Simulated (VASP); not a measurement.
These are PBE GGA, VASP's PBE PAW potentials (set 64) (plane waves; VASP) values and carry that method's errors.

VASP ran on this input.

**POSCAR**
```
Cu
1
    4.0477140000     0.0000000000     0.0000000000
   -2.0238570000     3.5054230000     0.0000000000
    0.0000000000     0.0000000000     2.4618850000
Cu
3
Direct
 -0.0008520000   0.0016170000  -0.0030300000
  0.3369700000   0.6656030000   0.5102080000
  0.6638820000   0.3327800000   0.4928230000
```

KPOINTS:
```
kpoints
0
gamma
2 2 3
```

**INCAR**
```
SYSTEM = Cu
PREC = Accurate
ENCUT = 300
EDIFF = 1E-6
NELM = 100
ALGO = Normal
LREAL = .FALSE.
LASPH = .TRUE.
ISMEAR = -1
SIGMA = 0.1
GGA = PE
LMAXMIX = 4
LWAVE = .FALSE.
LCHARG = .FALSE.
ISIF = 2
```

POTCAR, in this order: Cu (PBE.64 set). Program: vasp_std.

Q: What will the output report for the number of irreducible k-points (NKPTS), largest plane-wave count, number of space-group operations, FFT grid (NGX, NGY, NGZ)?

A: 
```json
{
 "number of irreducible k-points (NKPTS)": "8",
 "largest_plane_wave_count": "420",
 "number_of_space_group_operations": "1",
 "FFT grid (NGX, NGY, NGZ)": "24 × 24 × 14"
}
```

The structure was generated: Cu was put into an ordered model structure, which need not be its known phase. The cell was not relaxed at this level, atoms are displaced from their ideal sites. The k-mesh is coarse (spacing up to 0.90 per Å, 2π included), so the numbers may not be converged in it. The run is one of a series of settings (KPOINTS 2×2×3 Γ-centred mesh against the base run), some of them coarse on purpose.
